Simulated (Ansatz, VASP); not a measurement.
**Cross-check of SiSO between VASP and Ansatz**

Wanted: the spread between two codes on one cell, functional and k mesh. The cell is invented: As first built, before any earlier steps moved the atoms (in the runner's words): O for half of the S in the SiS2 structure of space group Ibam. It may not be a known or stable phase. The cell is taken from a series of runs on this material, whose earlier steps may have relaxed, scaled, displaced or heated it; both programs get it as it stands.

Calculated with Ansatz 0.2.0; plane waves, with VASP 6.6.1 beside it; single point at PBEsol.

## Step 1: Starting point

Symmetry: Ima2, No. 46, orthorhombic system. Conventional cell: a = 5.025 Å, b = 5.616 Å, c = 9.573 Å, α = 90.00°, β = 90.00°, γ = 90.00°. Nearest to Si lie 2 O at 1.67 Å and 2 S at 2.13 Å and 2 Si at 2.51 Å. Nearest to O lie 2 Si at 1.67 Å. S has 2 Si at 2.13 Å nearest. It derives from SiS2. As first built, before any earlier steps moved the atoms (in the runner's words): O for half of the S in the SiS2 structure of space group Ibam. Farther neighbours and most contacts between anions are not listed.

Structure file:

```cif
data_structure
_symmetry_space_group_name_H-M 'P 1'
_symmetry_Int_Tables_number 1
_cell_length_a 5.6157
_cell_length_b 5.0253
_cell_length_c 6.0917
_cell_angle_alpha 65.640
_cell_angle_beta 62.553
_cell_angle_gamma 90.000
_cell_volume 135.08
loop_
_atom_site_label
_atom_site_type_symbol
_atom_site_fract_x
_atom_site_fract_y
_atom_site_fract_z
_atom_site_occupancy
Si1 Si 0.99135 0.74135 0.01731 1
Si2 Si 0.99135 0.24135 0.01731 1
O3 O 0.78053 0.90231 0.19537 1
O4 O 0.02410 0.40231 0.19537 1
S5 S 0.34189 0.10634 0.78732 1
S6 S 0.87079 0.60634 0.78732 1
```

## Step 2: VASP: single point, PBEsol, pair 1

With cell and atoms fixed, the geometry can't cause a difference; cores, projectors, grids and the points listed under the comparison can.

Lines of VASP's logs that name or quote its potential files are left out, and so is its time.

Input file INCAR:

```
SYSTEM = SiSO
PREC = Accurate
ENCUT = 520
EDIFF = 1E-06
NELM = 120
ISMEAR = 0
SIGMA = 0.01
LREAL = .FALSE.
ALGO = Normal
GGA = PS
NBANDS = 22
LORBIT = 11
LWAVE = .FALSE.
LCHARG = .FALSE.
ISIF = 2
LASPH = .TRUE.
GGA_COMPAT = .FALSE.
EFERMI = MIDGAP
KPAR = 2
```

Input file POSCAR:

```
SiSO
1.0
    5.6156935430      0.0000000000      0.0000000000
    0.0000000000      5.0252732960      0.0000000000
    2.8078467720      2.5126366480      4.7865726710
Si O S
2 2 2
Direct
    0.9913471880      0.7413471880      0.0173056240
    0.9913471880      0.2413471880      0.0173056240
    0.7805265066      0.9023144754      0.1953710492
    0.0241024441      0.4023144754      0.1953710492
    0.3418896486      0.1063383366      0.7873233268
    0.8707870246      0.6063383366      0.7873233268
```

Input file KPOINTS:

```
Automatic mesh
0
Gamma
6 6 6
0 0 0
```

Potentials, in the order of the species: Si, O and S (PBE family, release 64).

Run with:

```sh
mpirun -np 2 vasp_std
```

Numbers of over 12 decimals in the logs are rounded to 6 here.

Log:

```text
[banner, memory and clock lines left out]
running    2 mpi-ranks, on    1 nodes
 distrk:  each k-point on    1 cores,    2 groups
 distr:  one band on    1 cores,    1 groups

 POSCAR found type information on POSCAR SiO S
 POSCAR found :  3 types and       6 ions
|                                                                             |
|               ----> ADVICE to this user running VASP <----                  |
|                                                                             |
|     You enforced a specific xc type in the INCAR file but a different       |
|     [... a line on the potential file left out ...]
|     I HOPE YOU KNOW WHAT YOU ARE DOING!                                     |
|                                                                             |

 LDA part: xc-table for (Slater+PW92), standard interpolation
 POSCAR, INCAR and KPOINTS ok, starting setup
 FFT: planning ... GRIDC
 FFT: planning ... GRID_SOFT
 FFT: planning ... GRID
 WAVECAR not read
 entering main loop
       N       E                     dE             d eps       ncg     rms          rms(c)
DAV:   1     0.184202210633E+03    0.18420E+03   -0.14115E+04  2024   0.123E+03
DAV:   2    -0.271362128590E+02   -0.21134E+03   -0.20316E+03  2896   0.248E+02
DAV:   3    -0.430460116278E+02   -0.15910E+02   -0.15833E+02  2558   0.770E+01
DAV:   4    -0.433111891300E+02   -0.26518E+00   -0.26477E+00  2536   0.112E+01
DAV:   5    -0.433178371107E+02   -0.66480E-02   -0.66456E-02  2528   0.171E+00    0.185E+01
DAV:   6    -0.400276066967E+02    0.32902E+01   -0.13323E+01  2438   0.260E+01    0.901E+00
DAV:   7    -0.399359777691E+02    0.91629E-01   -0.92017E-01  2486   0.636E+00    0.564E+00
DAV:   8    -0.399048960539E+02    0.31082E-01   -0.20673E-01  2534   0.317E+00    0.290E+00
DAV:   9    -0.399042230643E+02    0.67299E-03   -0.40440E-02  2686   0.174E+00    0.588E-01
DAV:  10    -0.399047730849E+02   -0.55002E-03   -0.83364E-03  2510   0.585E-01    0.303E-01
DAV:  11    -0.399049621201E+02   -0.18904E-03   -0.19321E-03  2640   0.310E-01    0.888E-02
DAV:  12    -0.399050456862E+02   -0.83566E-04   -0.26484E-04  2546   0.883E-02    0.336E-02
DAV:  13    -0.399050929525E+02   -0.47266E-04   -0.97514E-05  2752   0.734E-02    0.282E-02
DAV:  14    -0.399050859247E+02    0.70278E-05   -0.36536E-05  2620   0.496E-02    0.149E-02
DAV:  15    -0.399050877115E+02   -0.17868E-05   -0.66993E-06  2462   0.158E-02    0.238E-03
DAV:  16    -0.399050877771E+02   -0.65617E-07   -0.12816E-07  1798   0.259E-03
   1 F= -.39905088E+02 E0= -.39905088E+02  d E =0.000000E+00
```

From OUTCAR (step 2):

```text
ion  position               nearest neighbor table
   1  0.991  0.741  0.017-   4 1.67   3 1.67   5 2.13   6 2.13   2 2.51   2 2.51
   2  0.991  0.241  0.017-   4 1.67   3 1.67   5 2.13   6 2.13   1 2.51   1 2.51
   3  0.781  0.902  0.195-   1 1.67   2 1.67
   4  0.024  0.402  0.195-   2 1.67   1 1.67
   5  0.342  0.106  0.787-   1 2.13   2 2.13
   6  0.871  0.606  0.787-   2 2.13   1 2.13

  LATTYP: Found a body centered orthorhombic cell.
 ALAT       =     5.0252732960
 B/A-ratio  =     1.1174901766
 C/A-ratio  =     1.9049999429

 Subroutine GETGRP returns: Found  4 space group operations
 (whereof  2 operations were pure point group operations)

The static configuration has the point symmetry C_1h.
 The point group associated with its full space group is C_2v.

 Found     46 irreducible k-points:

   k-points           NKPTS =     46   k-points in BZ     NKDIM =     46   number of bands    NBANDS=     22

   dimension x,y,z NGX =    42 NGY =   40 NGZ =   48
   dimension x,y,z NGXF=    84 NGYF=   80 NGZF=   96

   ENCUT  =  520.0 eV  38.22 Ry    6.18 a.u.  10.44  9.34 11.33*2*pi/ulx,y,z

   NELECT =      32.0000    total number of electrons

 k-points in reciprocal lattice and weights: Automatic mesh
   0.00000000  0.00000000  0.00000000       0.005
   0.16666667  0.00000000  0.00000000       0.019
   0.33333333  0.00000000 -0.00000000       0.019
   0.50000000  0.00000000  0.00000000       0.009
   0.00000000  0.16666667  0.00000000       0.019
   0.16666667  0.16666667  0.00000000       0.037
   0.33333333  0.16666667  0.00000000       0.037
   0.50000000  0.16666667  0.00000000       0.037
  -0.33333333  0.16666667  0.00000000       0.037
[...]
-0.16666667 -0.16666667  0.33333333       0.019
   0.00000000  0.00000000  0.50000000       0.005

 average (electrostatic) potential at core
       1 -88.5058       2 -88.5058       3 -74.5322       4 -74.5322       5 -89.6608
       6 -89.6608

 E-fermi :   2.4255

 k-point     1 :       0.0000    0.0000    0.0000
  band No.  band energies     occupation
    ...
     12      -1.6938      2.00000
     13      -1.4380      2.00000
     14      -0.8737      2.00000
     15      -0.7819      2.00000
     16       0.3339      2.00000
     17       4.3752      0.00000
     18       5.3470      0.00000
     19       5.4156      0.00000
     20       5.4453      0.00000
     21       7.9655      0.00000
    ...

 k-point     2 :       0.1667    0.0000    0.0000
  band No.  band energies     occupation
    ...
     12      -1.6570      2.00000
     13      -1.4980      2.00000
     14      -1.0236      2.00000
     15      -0.7874      2.00000
     16       0.2870      2.00000
     17       4.6709      0.00000
     18       5.4140      0.00000
     19       5.5793      0.00000
     20       5.6361      0.00000
     21       7.8335      0.00000
    ...

 k-point     3 :       0.3333    0.0000   -0.0000
  band No.  band energies     occupation
    ...
     12      -1.6313      2.00000
     13      -1.6221      2.00000
     14      -1.2717      2.00000
     15      -0.7839      2.00000
     16       0.2007      2.00000
     17       5.2417      0.00000
     18       5.5832      0.00000
     19       5.9526      0.00000
     20       6.1340      0.00000
     21       7.4878      0.00000
    ...

  Total        0.0177346      0.4066500      0.0824476      0.0000000      0.0000000      0.0000000
  in kB        0.2103512      4.8232925      0.9779141      0.0000000      0.0000000      0.0000000
  external PRESSURE =       2.0038526 kB  Pullay stress =       0.0000000 kB

  energy-cutoff  :      520.00
  volume of cell :      135.08
      direct lattice vectors                 reciprocal lattice vectors
     5.615693543  0.000000000  0.000000000     0.178072395  0.000000000 -0.104458876
     0.000000000  5.025273296  0.000000000     0.000000000  0.198994152 -0.104458876
     2.807846772  2.512636648  4.786572671     0.000000000  0.000000000  0.208917752

 POSITION                                       TOTAL-FORCE (eV/Angst)
 -----------------------------------------------------------------------------------
      5.61569      3.76895      0.08283        -0.000000     -0.000000     -0.120149
      5.61569      1.25632      0.08283        -0.000000     -0.000000     -0.120149
      4.93177      5.02527      0.93516        -0.080877      0.000000      0.104686
      0.68392      2.51264      0.93516         0.080877      0.000000      0.104686
      4.13063      2.51264      3.76858        -0.018718      0.000000      0.015463
      7.10076      5.02527      3.76858         0.018718      0.000000      0.015463
 -----------------------------------------------------------------------------------
    total drift:                                0.000008      0.000027      0.000131

  FREE ENERGIE OF THE ION-ELECTRON SYSTEM (eV)
  ---------------------------------------------------
  free  energy   TOTEN  =       -39.9050877771 eV

  energy  without entropy=      -39.9050877771  energy(sigma->0) =      -39.90508778

 total charge
# of ion       s       p       d       tot
------------------------------------------
    1        0.683   0.921   0.000   1.604
    2        0.683   0.921   0.000   1.604
    3        1.569   3.560   0.000   5.129
    4        1.569   3.560   0.000   5.129
    5        1.344   2.407   0.000   3.751
    6        1.344   2.407   0.000   3.751
--------------------------------------------------
tot          7.190  13.777   0.000  20.967

[... 3 further parts left out ...]
```

The gap is read on the k-mesh alone, so it is an upper bound where the band edges lie off the mesh. The PAW data sets were made with PBE, which is usual practice but a small mismatch for other functionals.

## Step 3: Ansatz: single point, PBEsol, pair 1

Ansatz runs on its default PAW (the set named soft_2) files.

The same cell, functional and mesh now go to Ansatz, which takes its cutoff from its data sets.

Input file input.yaml:

```yaml
crystal:
  lattice:
    - [5.615693543, 0.0, 0.0]
    - [0.0, 5.025273296, 0.0]
    - [2.807846772, 2.512636648, 4.786572671]
  atoms:
    - { symbol: Si, position: [0.991347188, 0.741347188, 0.017305624] }
    - { symbol: Si, position: [0.991347188, 0.241347188, 0.017305624] }
    - { symbol: O, position: [0.7805265066, 0.9023144754, 0.1953710493] }
    - { symbol: S, position: [0.3418896485, 0.1063383366, 0.7873233269] }
    - { symbol: S, position: [0.8707870246, 0.6063383366, 0.7873233268] }
    - { symbol: O, position: [0.0241024442, 0.4023144754, 0.1953710492] }
kpoints:
  mp_grid: { grid: [6, 6, 6] }
scf:
  occupations: { method: fixed }
hamiltonian:
  xc: pbesol
output:
  eigenvalues: true
  transmission: { leads: [[0, 0]], kmesh: [8, 8], e_range: [1.94, 1.95], de: 0.05 }
```

Run with:

```sh
ansatz run input.yaml --threads 2 --pin off --max-ram 4096MiB --backend cpu --events-out ev --progress --plain --runs-dir out
```

Log:

```text
Engine: ansatz 0.2.0, aarch64-unknown-linux-gnu
Pseudopotentials: kind: paw
Pseudopotential: Si, paw, valence charge 4, recommended cutoff 420 eV (normal), Si.paw.azcp
Pseudopotential: O, paw, valence charge 6, recommended cutoff 420 eV (normal), O.paw.azcp
Pseudopotential: S, paw, valence charge 6, recommended cutoff 420 eV (normal), S.paw.azcp
Functional definition: PBEsol
  exchange = pbesol_x
  correlation = pbesol_c
Crystal: 6 atoms, lattice volume = 135.079 Å³
Basis set: ecut = 420 eV, 2647 PW (Γ)
Bands: 22, of which v1, the nominal top of the filled ones, is band 16 counted from 1 (15 counted from 0)
Symmetry: 4 space group operations
Space group: Ima2 (ITA 46), of the structure as read, at distance tolerance 5.1e-5 Å
k-points: 46 of 216 (time reversal used)
Non-local potential: Si, projectors of the file, l = 0: 2, l = 1: 2, l = 2: 2
Non-local potential: O, projectors of the file, l = 0: 2, l = 1: 2, l = 2: 1
Non-local potential: S, projectors of the file, l = 0: 2, l = 1: 2, l = 2: 2
PAW form: soft (Blöchl's): semilocal exchange-correlation on the pseudo side does not see the compensation charge
PAW frozen core: Si, regenerated for the run's functional, and the local potential with it (the file was generated under x = pbe(κ = 0.804, μ = 0.219515), c = pbe(β = 0.066725))
PAW frozen core: O, regenerated for the run's functional, and the local potential with it (the file was generated under x = pbe(κ = 0.804, μ = 0.219515), c = pbe(β = 0.066725))
PAW frozen core: S, regenerated for the run's functional, and the local potential with it (the file was generated under x = pbe(κ = 0.804, μ = 0.219515), c = pbe(β = 0.066725))
PAW one-centre angular grid: Si, 110 points (default); XC on 64 Gauss nodes
PAW one-centre angular grid: O, 110 points (default); XC on 64 Gauss nodes
PAW one-centre angular grid: S, 110 points (default); XC on 64 Gauss nodes
Initial density: superposition of atomic densities (neutral atoms: chi_scale 0, normalization atom), corrected by the library's trained network
Initial wavefunctions: pseudopotential atomic-orbital guess
Functional: x = pbesol(κ = 0.804, μ = 0.123457), c = pbesol(β = 0.046)
SCF iter   1: F=—  HF=-4138.653230 eV  |F-HF|=—  |Δ(HF+E_count)|=         —  Δρ=6.95e-3  dr2=5.86e-2  ethr=1.77e-3  ⟨swp⟩=5.0  Hψ=5111  notcnv=0  defer=167
preconditioner: auto → Resta (q_TF=auto, 2.146 Å⁻¹)  ε∞=3.5  [insulator: Δε(μ)=3.857 eV  Ē_g=10.623 eV  n_scr=22 (ndim 8)  ℏωp=16.9 eV  f_vac=0.166  ε∞_Penn≈3.5]
SCF iter   2: F=—  HF=-4138.638595 eV  |F-HF|=—  |Δ(HF+E_count)|=   1.46e-2  Δρ=2.22e-3  dr2=6.50e-3  ethr=1.83e-4  ⟨swp⟩=2.1  Hψ=1988  notcnv=0  defer=184
SCF iter   3: F=—  HF=-4138.638114 eV  |F-HF|=—  |Δ(HF+E_count)|=   4.81e-4  Δρ=9.24e-4  dr2=1.49e-3  ethr=2.03e-5  ⟨swp⟩=2.1  Hψ=1590  notcnv=0  defer=184
SCF iter   4: F=—  HF=-4138.638460 eV  |F-HF|=—  |Δ(HF+E_count)|=   3.46e-4  Δρ=2.44e-4  dr2=1.35e-4  ethr=4.67e-6  ⟨swp⟩=3.0  Hψ=1667  notcnv=0  defer=184
SCF iter   5: F=—  HF=-4138.638620 eV  |F-HF|=—  |Δ(HF+E_count)|=   1.61e-4  Δρ=5.13e-5  dr2=7.88e-6  ethr=4.22e-7  ⟨swp⟩=2.0  Hψ=1487  notcnv=0  defer=177
SCF iter   6: F=—  HF=-4138.638646 eV  |F-HF|=—  |Δ(HF+E_count)|=   2.56e-5  Δρ=1.41e-5  dr2=6.39e-7  ethr=2.46e-8  ⟨swp⟩=2.0  Hψ=1543  notcnv=0  defer=91
SCF iter   7: F=-4138.638647 eV  HF=-4138.638647 eV  |F-HF|=9.18e-8  |Δ(HF+E_count)|=   1.31e-6  Δρ=4.96e-6  dr2=6.57e-8  ethr=3.13e-10  ⟨swp⟩=11.6  Hψ=5063  notcnv=0
SCF 1 converged in 7 iterations: F = -4138.638647 eV  dr2 = 6.57e-8
  greatest PAW one-centre occupation: 0.869 electrons in one spin orbital (limit 2), on the O atom at site 5 (counted from 0), in its partial waves of l = 0
transmission: 24 of 150 steps passed
transmission: 48 of 150 steps passed
[...]
transmission: 150 of 150 steps passed
SCF converged after 7 iterations
Free energy (F): -4138.638647 eV
Harris-Foulkes:  -4138.638647 eV  (|F-HF|=9.18e-8)
Internal energy: -4138.638647 eV  (E = F + TS)
E sigma→0 (E₀):  -4138.638647 eV
Fermi energy:    1.309904 eV
--- Per-component energies (eV) ---
  E_band       = -171.036101
  E_kinetic    = 654.974655
  E_local      = -1828.978181  (includes V_loc(G=0)·N_el)
  E_nonlocal   = 202.970737
  E_hartree    = 672.254686
  E_xc         = -448.781942
  E_vxc        = -457.086653  (∫ρ·V_xc dr)
  E_paw        = -2471.797421  (= ΣΔE_a)
  E_vpaw       = -87.430788  (= ΣTr[D̂ρ^β])
  E_aug_tail   = 0.004933  (compensation charges beyond the density's cutoff)
  E_ewald      = -919.543710
  E_core_change = 0.257596  (= ΣΔE_core)
  E_smearing   = -0.000000  (= −TS)
  E_closure    = 0.000000  (closes the sum)
  Σ components = -4138.638647   (vs F -4138.638647, Δ=0.00e0)
--- Band table (eV; the first three rows and the last of 46) ---
  k-point 0: bands = [... 12 lower, -0.6159, -0.0459, 0.0518, 1.1673, 5.1806, 6.1695, 6.2255, 6.2653, ... 2 higher]
  k-point 1: bands = [... 12 lower, -0.6204, -0.1012, -0.1003, 1.2014, 5.4486, 6.0280, 6.1457, 6.4772, ... 2 higher]
  k-point 2: bands = [... 12 lower, -0.6295, -0.3613, -0.2157, 1.2727, 5.7621, 5.8916, 5.9869, 7.0565, ... 2 higher]
  k-point 45: bands = [... 12 lower, -0.3015, -0.2012, 0.7476, 0.8085, 6.0291, 6.1903, 7.1294, 7.4332, ... 2 higher]
--- Transmission ---
  basis      : 251 plane waves across, 6 finite elements along
  points     : 25, standing for a mesh of 8 x 8
  energies   : 1 from 1.940000 to 1.940000 eV about the Fermi level; the leads are filled to 1.935349 eV, and channels, transmission and decay are at 1.940000 eV
  crystal 0  : S2Si2O2, at the sites [0, 0], period 4.7866 Å: whole cells are its period
    offset         : up to 0.0000 Å between an atom of the period and one for which it stands
    channels       : 0.000000e0 a spin
    conductance    : none, crystal 0 has no channel at the energies, or these end too early or step too widely for 300 K: set another output.transmission.e_range or a lower de, or, where they end at an eighth of basis.ecutwfc, a higher one
    slowest decay  : 0.4081 /Å at (0.0000, 0.0000)
```

## Step 4: Side by side

Known differences besides the potentials themselves: fixed occupations in Ansatz, narrow Gaussian smearing in VASP; the cutoff is 420 eV in Ansatz and 520 eV in VASP; Ansatz makes its cores anew for this functional, VASP keeps those of its PBE data sets. Total energies have different zeros and are not compared.

Compared:

| quantity | Ansatz | VASP | difference |
| --- | --- | --- | --- |
| gap on the k mesh (eV) | 3.871 | 3.899 | -0.029 |

A gap on the mesh is an upper bound, since the band edges may lie between its points.

(Part 1 of 2 ends here.)

[Lines on the potential files, build, host, timing and source positions are cut from VASP's logs without a mark.]

[Logs are printed without paths, hosts, clocks, repeated set-up lines and the standing remarks that a program may print on its own settings, such as how far it seeks lower states.]

[Hosts, paths, dates, database ids (printed as entryN), source tags and the programs' standing remarks are cut or masked in the printed files.]
